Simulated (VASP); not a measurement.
These are PBE GGA, VASP's PBE PAW potentials (set 64) (plane waves; VASP) values and carry that method's errors. Each cell was relaxed at this level, without spin-orbit coupling.

Q: Which of these comes out without a gap?
A) La, P6_3/mmc (194)
B) NaF, Fm-3m (225)
C) LiBr, Fm-3m (225)
D) SnO2, P4_2/mnm (136)

A: A, La, P6_3/mmc (194). The others have gaps of 0.64 eV (SnO2, P4_2/mnm (136)), 4.94 eV (LiBr, Fm-3m (225)), 6.10 eV (NaF, Fm-3m (225)).
